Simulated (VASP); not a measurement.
# LiCrN2 (R-3m) in VASP: single point with LDA

Aim: the single point of LiCrN2 with LDA.

All numbers are computed with VASP 6.6.1; they aren't measurements. Logs are shortened: lines on timing, memory, paths and dates and some standing lists are left out, and cuts for length are marked.

## (1) The structure

Symmetry: R-3m, No. 166, trigonal system. The conventional cell has a = 2.637 Å, b = 2.637 Å, c = 14.270 Å, α = 90.00°, β = 90.00°, γ = 120.00°. N (site symmetry 3m) is surrounded by 3 Cr at 1.89 Å and 3 Li at 1.98 Å. Cr (site symmetry -3m) has 6 N at 1.89 Å as nearest neighbours. Around Li (site symmetry -3m) lie 6 N at 1.98 Å.

The cell was built by a generator and needn't be a form met in nature.

## (2) Single point, LDA, non-collinear spin, typed start, spin-orbit coupling

INCAR reads:

```
  PREC = Accurate
  ENCUT = 520
  EDIFF = 1E-6
  ISMEAR = -1
  SIGMA = 0.1
  LREAL = False
  LASPH = True
  NELM = 150
  ALGO = Normal
  ISIF = 2
  LWAVE = False
  LCHARG = False
  MAGMOM = 0 0 0 0 0 0 -0.855 0.494 2.833 0 0 0
  LORBIT = 11
  LSORBIT = True
  GGA_COMPAT = False
  LORBMOM = True
  LMAXMIX = 4
  GGA = CA
  NBANDS = 39
```

KPOINTS reads:

```
regular mesh
0
Gamma
  7 7 7
```

POSCAR reads:

```
LiCrN2
1.0
    2.6372093330      0.0000002777      0.0000002089
   -1.3186048965      2.2838901396     -0.0000000613
   -1.3186047107      0.7612963957      4.7568071899
N Cr Li
2 1 1
Direct
    0.2450006083      0.7549993974      0.7350018379
    0.7549993917      0.2450006026      0.2649981621
    0.5000000000      0.5000000000      0.5000000000
    0.0000000000      0.0000000000      0.0000000000
```

Potentials or basis: VASP PAW LDA potentials, release 64 (N, Cr_pv, Li_sv).

Launch:

```bash
> cat potpaw_LDA.64/N/POTCAR potpaw_LDA.64/Cr_pv/POTCAR potpaw_LDA.64/Li_sv/POTCAR > POTCAR
> mpirun -np 1 vasp_ncl > vasp.out
```

OUTCAR:

```text
PREC = Accurate
   ENCUT = 520
   EDIFF = 1E-6
   ISMEAR = -1
   LREAL = False
   LASPH = True
   NELM = 150
   ISIF = 2
   LORBIT = 11
   LSORBIT = True
   GGA = CA

 ion  position               nearest neighbor table
   1  0.245  0.755  0.735-   3 1.89   3 1.89   3 1.89   4 1.98   4 1.98   4 1.98
   2  0.755  0.245  0.265-   3 1.89   3 1.89   3 1.89   4 1.98   4 1.98   4 1.98
   3  0.500  0.500  0.500-   1 1.89   2 1.89   2 1.89   1 1.89   1 1.89   2 1.89   4 2.82   4 2.82
                             4 2.82   4 2.82   4 2.82   4 2.82
   4  0.000  0.000  0.000-   1 1.98   2 1.98   1 1.98   2 1.98   2 1.98   1 1.98   3 2.82   3 2.82
                             3 2.82   3 2.82   3 2.82   3 2.82

  LATTYP: Found a trigonal (rhomboedric) cell.
 ALAT       =     4.9945475498
 COS(alpha) =     0.8605986782

  Lattice vectors:

 A1 = (  -1.3186047107,   0.7612963957,   4.7568071899)
 A2 = (   0.0000001858,  -1.5225937439,   4.7568072512)
 A3 = (   1.3186046223,   0.7612966734,   4.7568073988)

Analysis of symmetry for initial positions (statically):
=====================================================================
 Subroutine PRICEL returns:
 Original cell was already a primitive cell.

 Routine SETGRP: Setting up the symmetry group for a
 trigonal (rhombohedral) supercell.

 Subroutine GETGRP returns: Found 12 space group operations
 (whereof 12 operations were pure point group operations)
 out of a pool of 12 trial point group operations.

The static configuration has the point symmetry D_3d.

Analysis of symmetry for dynamics (positions and initial velocities):
=====================================================================
 Subroutine PRICEL returns:
 Original cell was already a primitive cell.

 Routine SETGRP: Setting up the symmetry group for a
 trigonal (rhombohedral) supercell.

 Subroutine GETGRP returns: Found 12 space group operations
 (whereof 12 operations were pure point group operations)
 out of a pool of 12 trial point group operations.

The dynamic configuration has the point symmetry D_3d.

Analysis of structural, dynamic, and magnetic symmetry:
=====================================================================
 Subroutine PRICEL returns:
 Original cell was already a primitive cell.

 Routine SETGRP: Setting up the symmetry group for a
 trigonal (rhombohedral) supercell.

 Subroutine GETGRP returns: Found  2 space group operations
 (whereof  2 operations were pure point group operations)
 out of a pool of 12 trial point group operations.

[... 1148 lines left out ...]
    total drift:                               -0.000000      0.000000      0.000000

  FREE ENERGIE OF THE ION-ELECTRON SYSTEM (eV)
  ---------------------------------------------------
  free  energy   TOTEN  =       -32.9820141719 eV

  energy  without entropy=      -32.8978015307  energy(sigma->0) =      -32.93990785

 orbital moment (x)

 # of ion     p       d       tot
 ----------------------------------------
  1         0.000   0.000   0.000
  2         0.000   0.000   0.000
  3         0.000   0.000   0.000
  4        -0.000   0.000  -0.000
 ----------------------------------------
            0.000   0.000   0.000

 orbital moment (y)

 # of ion     p       d       tot
 ----------------------------------------
  1        -0.000   0.000  -0.000
  2        -0.000   0.000  -0.000
  3        -0.000  -0.000  -0.000
  4         0.000   0.000   0.000
 ----------------------------------------
           -0.000  -0.000  -0.000

 orbital moment (z)

 # of ion     p       d       tot
 ----------------------------------------
  1        -0.000   0.000  -0.000
  2        -0.000   0.000  -0.000
  3         0.000  -0.000  -0.000
  4        -0.000   0.000  -0.000
 ----------------------------------------
           -0.000  -0.000  -0.000

 Spin-Orbit-Coupling matrix elements

 Ion:    1  E_soc:     -0.0001284
 l=   1
     0.0000000    -0.0000226    -0.0000191
    -0.0000226     0.0000000    -0.0000226
    -0.0000191    -0.0000226     0.0000000
 l=   2
     0.0000000     0.0000000     0.0000000     0.0000000     0.0000000
     0.0000000     0.0000000     0.0000000     0.0000000     0.0000000
     0.0000000     0.0000000     0.0000000     0.0000000     0.0000000
     0.0000000     0.0000000     0.0000000     0.0000000     0.0000000
     0.0000000     0.0000000     0.0000000     0.0000000     0.0000000
 l=   3
     0.0000000     0.0000000     0.0000000     0.0000000     0.0000000     0.0000000     0.0000000
     0.0000000     0.0000000     0.0000000     0.0000000     0.0000000     0.0000000     0.0000000
     0.0000000     0.0000000     0.0000000     0.0000000     0.0000000     0.0000000     0.0000000
     0.0000000     0.0000000     0.0000000     0.0000000     0.0000000     0.0000000     0.0000000
[... 49 lines left out ...]
 l=   2
     0.0000000     0.0000000     0.0000000     0.0000000     0.0000000
     0.0000000     0.0000000     0.0000000     0.0000000     0.0000000
     0.0000000     0.0000000     0.0000000     0.0000000     0.0000000
     0.0000000     0.0000000     0.0000000     0.0000000     0.0000000
     0.0000000     0.0000000     0.0000000     0.0000000     0.0000000
 l=   3
     0.0000000     0.0000000     0.0000000     0.0000000     0.0000000     0.0000000     0.0000000
     0.0000000     0.0000000     0.0000000     0.0000000     0.0000000     0.0000000     0.0000000
     0.0000000     0.0000000     0.0000000     0.0000000     0.0000000     0.0000000     0.0000000
     0.0000000     0.0000000     0.0000000     0.0000000     0.0000000     0.0000000     0.0000000
     0.0000000     0.0000000     0.0000000     0.0000000     0.0000000     0.0000000     0.0000000
     0.0000000     0.0000000     0.0000000     0.0000000     0.0000000     0.0000000     0.0000000
     0.0000000     0.0000000     0.0000000     0.0000000     0.0000000     0.0000000     0.0000000

 total charge

# of ion       s       p       d       tot
------------------------------------------
    1        1.279   2.438   0.000   3.717
    2        1.279   2.438   0.000   3.717
    3        0.434   6.650   4.463  11.548
    4        2.037   0.125   0.000   2.162
--------------------------------------------------
tot          5.029  11.651   4.463  21.144

 magnetization (x)

# of ion       s       p       d       tot
------------------------------------------
    1       -0.000  -0.000   0.000  -0.000
    2       -0.000  -0.000   0.000  -0.000
    3       -0.000  -0.000  -0.006  -0.007
    4       -0.000  -0.000   0.000  -0.000
--------------------------------------------------
tot         -0.000  -0.000  -0.006  -0.007

 magnetization (y)

# of ion       s       p       d       tot
------------------------------------------
    1        0.000   0.000   0.000   0.000
    2        0.000   0.000   0.000   0.000
    3        0.000   0.000   0.003   0.003
    4        0.000   0.000   0.000   0.000
--------------------------------------------------
tot          0.000   0.000   0.003   0.003

 magnetization (z)

# of ion       s       p       d       tot
------------------------------------------
    1        0.000   0.000   0.000   0.000
    2        0.000   0.000   0.000   0.000
    3        0.001   0.000   0.017   0.018
    4        0.000   0.000   0.000   0.000
--------------------------------------------------
tot          0.001   0.001   0.017   0.019
```

OSZICAR:

```text
N       E                     dE             d eps       ncg     rms          rms(c)
DAV:   1     0.281425870993E+03    0.28143E+03   -0.12638E+04 13440   0.149E+03
DAV:   2    -0.188177656716E+02   -0.30024E+03   -0.27688E+03 14007   0.449E+02
DAV:   3    -0.435983714425E+02   -0.24781E+02   -0.24234E+02 17941   0.134E+02
[... 25 lines left out ...]
DAV:  29    -0.329819883565E+02   -0.40342E-04   -0.75802E-05 14641   0.200E-01    0.180E+00
DAV:  30    -0.329820072925E+02   -0.18936E-04   -0.45859E-05 17036   0.137E-01    0.807E-01
DAV:  31    -0.329820121193E+02   -0.48268E-05   -0.17270E-05 17568   0.743E-02    0.261E-01
DAV:  32    -0.329820132170E+02   -0.10977E-05   -0.62885E-06 20713   0.440E-02    0.711E-02
DAV:  33    -0.329820141719E+02   -0.95491E-06   -0.14112E-06 13285   0.232E-02
   1 F= -.32982014E+02 E0= -.32939908E+02  d E =-.842126E-01  mag=    -0.0070     0.0028     0.0193
```

Wall time 15 min (1 thread of Intel Xeon Platinum 8488C (Sapphire Rapids), shared host); peak memory 0.38 GiB.

Results:

| Item | Value |
| --- | --- |
| Free energy | -32.9820 eV |
| Largest force | 0.086 eV/Å |
| Net moment | 0.02 μB per cell |
| Valence electrons inside the program's atomic spheres | N 3.72; Cr 11.55; Li 2.16 |

Forces in eV/Å, atoms in the order of the input:
```
N    0.000  0.000  0.086
N    0.000  0.000 -0.086
Cr   0.000  0.000  0.000
Li   0.000  0.000  0.000
```

Moments on the atoms (μB; x, y, z):
```
N    0.00  0.00  0.00
N    0.00  0.00  0.00
Cr  -0.01  0.00  0.02
Li   0.00  0.00  0.00
```

Caveat: the k mesh is coarse (spacing up to 0.40 Å⁻¹), so the values aren't converged; the starting moments collapsed, and a magnetic state may lie lower.
